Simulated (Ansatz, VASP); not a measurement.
**TiO2: VASP beside Ansatz**

One calculation is typed for both programs; each brings its own data sets. How far apart do they land? The cell is taken from a series of runs on this material, whose earlier steps may have relaxed, scaled, displaced or heated it; both programs get it as it stands.

Program: Ansatz 0.2.0. Level of theory: plane waves, with VASP 6.6.1 beside it; G0W0 gap at LDA. Results are calculated unless marked as measured.

## (1) Starting point

Symmetry: Pbcn, No. 60, orthorhombic system. The conventional cell has a = 4.523 Å, b = 5.520 Å, c = 4.909 Å, α = 90.00°, β = 90.00°, γ = 90.00°. Ti has 6 O at 1.87 to 2.09 Å nearest. Nearest to O lie 3 Ti at 1.87 to 2.09 Å. Farther neighbours and most contacts between anions are not listed.

As a file:

```xyz
12
Lattice="4.5226 0.0000 0.0000 0.0000 5.5196 0.0000 0.0000 0.0000 4.9092" Properties=species:S:1:pos:R:3 pbc="T T T"
Ti    2.2613    3.7145    3.6819
Ti    0.0000    4.5649    1.2273
Ti    2.2613    1.8051    1.2273
Ti    0.0000    0.9547    3.6819
O     3.2887    3.4281    0.4033
O     1.0274    4.8513    4.5059
O     3.4952    4.8513    2.8579
O     1.2339    3.4281    2.0513
O     3.2887    2.0915    2.8579
O     1.0274    0.6683    2.0513
O     3.4952    0.6683    0.4033
O     1.2339    2.0915    4.5059
```

## (2) VASP: G0W0 gap, LDA

Quasiparticle shifts depend on high empty states and on the cores, so they are the hardest test of two PAW sets.

Lines of VASP's logs that name or quote its potential files are left out, and so is its time.

The run reads the wave functions of an earlier VASP run, which isn't shown here.

Contents of INCAR:

```
SYSTEM = TiO2
PREC = Accurate
ENCUT = 440
ISMEAR = 0
SIGMA = 0.01
LREAL = .FALSE.
GGA = CA
NBANDS = 512
LASPH = .TRUE.
ALGO = EVGW0
NELMGW = 1
ENCUTGW = 140
NOMEGA = 64
PRECFOCK = Fast
NBANDSGW = 64
LWAVE = .FALSE.
LCHARG = .FALSE.
```

Contents of POSCAR:

```
TiO2
1.0
    4.5226228022      0.0000000000      0.0000000000
    0.0000000000      5.5196194400      0.0000000000
    0.0000000000      0.0000000000      4.9091968600
Ti O
4 8
Direct
    0.5000000000      0.6729646261      0.7500000000
    0.0000000000      0.8270353739      0.2500000000
    0.5000000000      0.3270353739      0.2500000000
    0.0000000000      0.1729646261      0.7500000000
    0.7271634211      0.6210825866      0.0821534767
    0.2271634211      0.8789174134      0.9178465233
    0.7728365789      0.8789174134      0.5821534767
    0.2728365789      0.6210825866      0.4178465233
    0.7271634211      0.3789174134      0.5821534767
    0.2271634211      0.1210825866      0.4178465233
    0.7728365789      0.1210825866      0.0821534767
    0.2728365789      0.3789174134      0.9178465233
```

Contents of KPOINTS:

```
Automatic mesh
0
Gamma
4 2 4
0 0 0
```

The projector-augmented-wave data sets are Ti_sv_GW and O_GW (LDA family, release 64).

The run is started by

```console
$ mpirun -np 16 vasp_std
```

Numbers of over 12 decimals in the logs are rounded to 6 here.

The log of the run:

```text
[banner, memory and clock lines left out]
running   16 mpi-ranks, on    1 nodes
 distrk:  each k-point on   16 cores,    1 groups
 distr:  one band on    1 cores,   16 groups

 POSCAR found type information on POSCAR TiO
 POSCAR found :  2 types and      12 ions
|                                                                             |
|           W    W    AA    RRRRR   N    N  II  N    N   GGGG   !!!           |
|           W    W   A  A   R    R  NN   N  II  NN   N  G    G  !!!           |
|           W    W  A    A  R    R  N N  N  II  N N  N  G       !!!           |
|           W WW W  AAAAAA  RRRRR   N  N N  II  N  N N  G  GGG   !            |
|           WW  WW  A    A  R   R   N   NN  II  N   NN  G    G                |
|           W    W  A    A  R    R  N    N  II  N    N   GGGG   !!!           |
|                                                                             |
|     For optimal performance we recommend to set                             |
|       NCORE = 2 up to number-of-cores-per-socket                            |
|     NCORE specifies how many cores store one orbital (NPAR=cpu/NCORE).      |
|     This setting can greatly improve the performance of VASP for DFT.       |
|     The default, NCORE=1 might be grossly inefficient on modern             |
|     multi-core architectures or massively parallel machines. Do your        |
|     Unfortunately you need to use the default for GW and RPA                |
|     calculations (for HF NCORE is supported but not extensively tested      |
|     yet).                                                                   |
|                                                                             |

|                                                                             |
|           W    W    AA    RRRRR   N    N  II  N    N   GGGG   !!!           |
|           W    W   A  A   R    R  NN   N  II  NN   N  G    G  !!!           |
|           W    W  A    A  R    R  N N  N  II  N N  N  G       !!!           |
|           W WW W  AAAAAA  RRRRR   N  N N  II  N  N N  G  GGG   !            |
|           WW  WW  A    A  R   R   N   NN  II  N   NN  G    G                |
|           W    W  A    A  R    R  N    N  II  N    N   GGGG   !!!           |
|                                                                             |
|     The default for ENCUTGWSOFT is different in this version of VASP.       |
|     please manually set ENCUTGWSOFT =140 in the INCAR file.                 |
|                                                                             |

 LDA part: xc-table for (Slater(with rela. corr.)+CA(PZ))
 , standard interpolation
 found WAVECAR, reading the header
 POSCAR, INCAR and KPOINTS ok, starting setup
 FFT: planning ... GRIDC
 FFT: planning ... GRID_SOFT
 FFT: planning ... GRID
 reading WAVECAR
 the WAVECAR file was read successfully
 initial charge from wavefunction
 available memory per node:     21.79 GB, setting MAXMEM to     22315

 The Fermi energy was updated, please check that it is located mid-gap
 values below the HOMO (VB) or above the LUMO (CB) will cause erroneous energies
 E-fermi :   5.5948

 calculate exact exchange contribution
 the WAVEDER file was read successfully
energies w=
    0.000    0.000    1.092    0.000    2.182    0.000    3.266    0.000
    4.344    0.000    5.412    0.000    6.470    0.000    7.515    0.000
    8.547    0.000    9.566    0.000   10.570    0.000   11.561    0.000
   12.538    0.000   13.502    0.000   14.453    0.000   15.394    0.000
   16.325    0.000   17.247    0.000   18.163    0.000   19.073    0.000
   19.980    0.000   20.885    0.000   21.791    0.000   22.699    0.000
   23.612    0.000   24.533    0.000   25.463    0.000   26.405    0.000
   27.362    0.000   28.339    0.000   29.336    0.000   30.359    0.000
   31.411    0.000   32.498    0.000   33.623    0.000   34.793    0.000
   36.013    0.000   37.291    0.000   38.634    0.000   40.053    0.000
   41.557    0.000   43.160    0.000   44.876    0.000   46.722    0.000
   48.718    0.000   50.891    0.000   53.268    0.000   55.886    0.000
   58.790    0.000   62.037    0.000   65.696    0.000   69.857    0.000
   74.639    0.000   80.197    0.000   86.742    0.000   94.566    0.000
  104.087    0.000  115.923    0.000  131.027    0.000  150.952    0.000
  178.409    0.000  218.599    0.000  282.916    0.000  402.088    0.000
 responsefunction array rank=     480
 LDA part: xc-table for (Slater(with rela. corr.)+CA(PZ))
 , standard interpolation

 min. memory requirement per mpi rank    497.0 MB, per node   7952.3 MB

 allocating   4 responsefunctions rank=   480
 shmem allocating  64 responsefunctions rank=   480
 response function shared by NCSHMEM nodes    1
 Doing            4  frequencies on each core in blocks of           64
NQ=   1    0.0000    0.0000    0.0000,
|.........|.........|.........|.........|.........|.........|.........|.........
 performed       2605000 updates of chi_q(r,r)
 total number of BLAS operations       4467.55 Gflops
NQ=   2    0.2500    0.0000    0.0000,
|.........|.........|.........|.........|.........|.........|.........|.........
 performed       5865000 updates of chi_q(r,r)
 total number of BLAS operations      10010.80 Gflops
NQ=   3    0.5000    0.0000    0.0000,
|.........|.........|.........|.........|.........|.........|.........|.........
 performed       8470000 updates of chi_q(r,r)
 total number of BLAS operations      14344.28 Gflops
NQ=   4    0.0000    0.5000    0.0000,
|.........|.........|.........|.........|.........|.........|.........|.........
 performed      11075000 updates of chi_q(r,r)
 total number of BLAS operations      18947.94 Gflops
NQ=   5    0.2500    0.5000    0.0000,
|.........|.........|.........|.........|.........|.........|.........|.........
 performed      14335000 updates of chi_q(r,r)
 total number of BLAS operations      24515.27 Gflops
NQ=   6    0.5000    0.5000    0.0000,
|.........|.........|.........|.........|.........|.........|.........|.........
 performed      16940000 updates of chi_q(r,r)
 total number of BLAS operations      28773.05 Gflops
NQ=   7    0.0000    0.0000    0.2500,
|.........|.........|.........|.........|.........|.........|.........|.........
 performed      20200000 updates of chi_q(r,r)
 total number of BLAS operations      34364.51 Gflops
NQ=   8    0.2500    0.0000    0.2500,
|.........|.........|.........|.........|.........|.........|.........|.........
 performed      23722000 updates of chi_q(r,r)
 total number of BLAS operations      40327.50 Gflops
NQ=   9    0.5000    0.0000    0.2500,
|.........|.........|.........|.........|.........|.........|.........|.........
 performed      26982000 updates of chi_q(r,r)
 total number of BLAS operations      45846.73 Gflops
NQ=  10    0.0000    0.5000    0.2500,
|.........|.........|.........|.........|.........|.........|.........|.........
 performed      30242000 updates of chi_q(r,r)
 total number of BLAS operations      51559.61 Gflops
NQ=  11    0.2500    0.5000    0.2500,
|.........|.........|.........|.........|.........|.........|.........|.........
 performed      33764000 updates of chi_q(r,r)
 total number of BLAS operations      57470.86 Gflops
NQ=  12    0.5000    0.5000    0.2500,
|.........|.........|.........|.........|.........|.........|.........|.........
 performed      37024000 updates of chi_q(r,r)
 total number of BLAS operations      62799.78 Gflops
NQ=  13    0.0000    0.0000    0.5000,
|.........|.........|.........|.........|.........|.........|.........|.........
 performed      39629000 updates of chi_q(r,r)
 total number of BLAS operations      67325.41 Gflops
NQ=  14    0.2500    0.0000    0.5000,
|.........|.........|.........|.........|.........|.........|.........|.........
 performed      42889000 updates of chi_q(r,r)
 total number of BLAS operations      73087.22 Gflops
NQ=  15    0.5000    0.0000    0.5000,
|.........|.........|.........|.........|.........|.........|.........|.........
 performed      45494000 updates of chi_q(r,r)
 total number of BLAS operations      77730.14 Gflops
NQ=  16    0.0000    0.5000    0.5000,
|.........|.........|.........|.........|.........|.........|.........|.........
 performed      48099000 updates of chi_q(r,r)
 total number of BLAS operations      82139.98 Gflops
NQ=  17    0.2500    0.5000    0.5000,
|.........|.........|.........|.........|.........|.........|.........|.........
 performed      51359000 updates of chi_q(r,r)
 total number of BLAS operations      87755.61 Gflops
NQ=  18    0.5000    0.5000    0.5000,
|.........|.........|.........|.........|.........|.........|.........|.........
 performed      53964000 updates of chi_q(r,r)
 total number of BLAS operations      92089.09 Gflops
 resolving degeneracies of screened two electron integrals

 calculate QP shifts <psi_nk| G(iteration)W_0 |psi_nk>: iteration 1
 entering main loop
```

From OUTCAR (step 2):

```text
ion  position               nearest neighbor table
   1  0.500  0.673  0.750-   6 1.87   7 1.87   5 1.95   8 1.95   9 2.09  12 2.09
   2  0.000  0.827  0.250-   5 1.87   8 1.87   7 1.95   6 1.95  10 2.09  11 2.09
   3  0.500  0.327  0.250-  10 1.87  11 1.87   9 1.95  12 1.95   5 2.09   8 2.09
   4  0.000  0.173  0.750-   9 1.87  12 1.87  11 1.95  10 1.95   6 2.09   7 2.09
   5  0.727  0.621  0.082-   2 1.87   1 1.95   3 2.09
   6  0.227  0.879  0.918-   1 1.87   2 1.95   4 2.09
   7  0.773  0.879  0.582-   1 1.87   2 1.95   4 2.09
   8  0.273  0.621  0.418-   2 1.87   1 1.95   3 2.09
   9  0.727  0.379  0.582-   4 1.87   3 1.95   1 2.09
  10  0.227  0.121  0.418-   3 1.87   4 1.95   2 2.09
  11  0.773  0.121  0.082-   3 1.87   4 1.95   2 2.09
  12  0.273  0.379  0.918-   4 1.87   3 1.95   1 2.09

  LATTYP: Found a simple orthorhombic cell.
 ALAT       =     4.5226228022
 B/A-ratio  =     1.0854756354
 C/A-ratio  =     1.2204465598

 Subroutine GETGRP returns: Found  8 space group operations
 (whereof  2 operations were pure point group operations)

The static configuration has the point symmetry S_2 .
 The point group associated with its full space group is D_2h.

 Found     18 irreducible k-points:

   k-points           NKPTS =     18   k-points in BZ     NKDIM =     32   number of bands    NBANDS=    512

   dimension x,y,z NGX =    32 NGY =   40 NGZ =   36
   dimension x,y,z NGXF=    64 NGYF=   80 NGZF=   72

   ENCUT  =  440.0 eV  32.34 Ry    5.69 a.u.   7.74  9.44  8.40*2*pi/ulx,y,z

   NELECT =      96.0000    total number of electrons

  energy-cutoff  :      440.00
  volume of cell :      122.55
      direct lattice vectors                 reciprocal lattice vectors
     4.522622802  0.000000000  0.000000000     0.221110635  0.000000000  0.000000000
     0.000000000  5.519619440  0.000000000     0.000000000  0.181171911  0.000000000
     0.000000000  0.000000000  4.909196860     0.000000000  0.000000000  0.203699307

 k-points in reciprocal lattice and weights: Automatic mesh
   0.00000000  0.00000000  0.00000000       0.031
   0.25000000  0.00000000  0.00000000       0.062
   0.50000000  0.00000000  0.00000000       0.031
   0.00000000  0.50000000  0.00000000       0.031
   0.25000000  0.50000000  0.00000000       0.062
   0.50000000  0.50000000  0.00000000       0.031
   0.00000000  0.00000000  0.25000000       0.062
   0.25000000  0.00000000  0.25000000       0.125
   0.50000000  0.00000000  0.25000000       0.062
[...]
0.25000000  0.50000000  0.50000000       0.062
   0.50000000  0.50000000  0.50000000       0.031

 E-fermi :   5.5948

 QP shifts <psi_nk| G(iteration)W_0 |psi_nk>: iteration 1
 for sc-GW calculations column KS-energies equals QP-energies in previous step
 and V_xc(KS)=  KS-energies - (<T + V_ion + V_H > + <T+V_H+V_ion>^1  + <V_x>^1)
 k-point   1 :       0.0000    0.0000    0.0000
  band No.  KS-energies  QP-energies   sigma(KS)   V_xc(KS)     V^pw_x(r,r')   Z            occupation Imag(sigma)
    ...
     45       3.7100       3.5761     -19.6468     -19.4566     -23.9843       0.7045       2.0000       0.3024
     46       3.8906       3.7860     -20.6530     -20.5085     -24.8286       0.7234       2.0000       0.2499
     47       4.3196       4.1784     -20.1757     -19.9779     -24.6154       0.7135       2.0000       0.2762
     48       4.3196       4.1784     -20.1757     -19.9779     -24.6154       0.7135       2.0000       0.2762
     49       6.9328       8.5254     -17.8985     -20.1297     -11.4319       0.7138       0.0000      -0.3225
     50       6.9441       8.5406     -17.9527     -20.1890     -11.5071       0.7139       0.0000      -0.3178
     51       7.0955       8.6897     -17.8345     -20.0864     -11.1519       0.7080       0.0000      -0.3364
     52       7.0979       8.7171     -18.0275     -20.3112     -11.4203       0.7090       0.0000      -0.3322
    ...

 k-point   2 :       0.2500    0.0000    0.0000
  band No.  KS-energies  QP-energies   sigma(KS)   V_xc(KS)     V^pw_x(r,r')   Z            occupation Imag(sigma)
    ...
     45       3.5468       3.4546     -20.2232     -20.0944     -24.4150       0.7155       2.0000       0.2784
     46       3.7614       3.5979     -19.6247     -19.3932     -24.1530       0.7058       2.0000       0.3033
     47       3.9089       3.8497     -19.9510     -19.8677     -23.9749       0.7102       2.0000       0.2715
     48       4.1697       4.0497     -20.0323     -19.8637     -24.3845       0.7114       2.0000       0.2812
     49       7.0677       8.6196     -17.8065     -19.9792     -11.5215       0.7142       0.0000      -0.3142
     50       7.1186       8.7035     -17.9858     -20.2207     -11.4254       0.7092       0.0000      -0.3347
     51       7.1186       8.7035     -17.9858     -20.2207     -11.4254       0.7092       0.0000      -0.3347
     52       7.4131       8.9761     -18.1645     -20.3954     -11.5793       0.7006       0.0000      -0.3503
    ...

 k-point   3 :       0.5000    0.0000    0.0000
  band No.  KS-energies  QP-energies   sigma(KS)   V_xc(KS)     V^pw_x(r,r')   Z            occupation Imag(sigma)
    ...
     45       3.7590       3.6479     -19.7555     -19.5978     -23.9926       0.7048       2.0000       0.2951
     46       3.7590       3.6479     -19.7555     -19.5978     -23.9926       0.7048       2.0000       0.2951
     47       4.0447       3.9378     -20.0731     -19.9227     -24.4094       0.7110       2.0000       0.2796
     48       4.0447       3.9378     -20.0731     -19.9227     -24.4094       0.7110       2.0000       0.2796
     49       7.3454       8.8883     -18.1780     -20.3697     -11.7464       0.7040       0.0000      -0.3422
     50       7.3454       8.8883     -18.1780     -20.3697     -11.7464       0.7040       0.0000      -0.3422
     51       7.5323       9.0916     -18.1863     -20.4378     -11.3517       0.6926       0.0000      -0.3750
     52       7.5323       9.0916     -18.1863     -20.4378     -11.3517       0.6926       0.0000      -0.3750
    ...

 k-point   4 :       0.0000    0.5000    0.0000
  band No.  KS-energies  QP-energies   sigma(KS)   V_xc(KS)     V^pw_x(r,r')   Z            occupation Imag(sigma)
    ...
     45       3.0719       2.8649     -19.6039     -19.3129     -24.1458       0.7113       2.0000       0.3190
     46       3.0719       2.8649     -19.6039     -19.3129     -24.1458       0.7113       2.0000       0.3190
     47       4.1762       4.0338     -20.0214     -19.8213     -24.4431       0.7117       2.0000       0.2821
     48       4.1762       4.0338     -20.0214     -19.8213     -24.4431       0.7117       2.0000       0.2821
     49       7.0409       8.6109     -17.9711     -20.1830     -11.5343       0.7098       0.0000      -0.3221
     50       7.0409       8.6109     -17.9711     -20.1830     -11.5343       0.7098       0.0000      -0.3221
     51       7.5230       9.0444     -18.6161     -20.7986     -12.2456       0.6971       0.0000      -0.3562
     52       7.5230       9.0444     -18.6161     -20.7986     -12.2456       0.6971       0.0000      -0.3562
    ...

[... 4 further parts left out ...]
```

This run has no spin polarisation, so a moment on Ti, if there is one, isn't seen.

(Continued in part 2 of 2.)

[Lines on the potential files, build, host, timing and source positions are cut from VASP's logs without a mark.]

[Logs are printed without paths, hosts, clocks, repeated set-up lines and the standing remarks that a program may print on its own settings, such as how far it seeks lower states.]

[Hosts, paths, dates, database ids (printed as entryN), source tags and the programs' standing remarks are cut or masked in the printed files.]
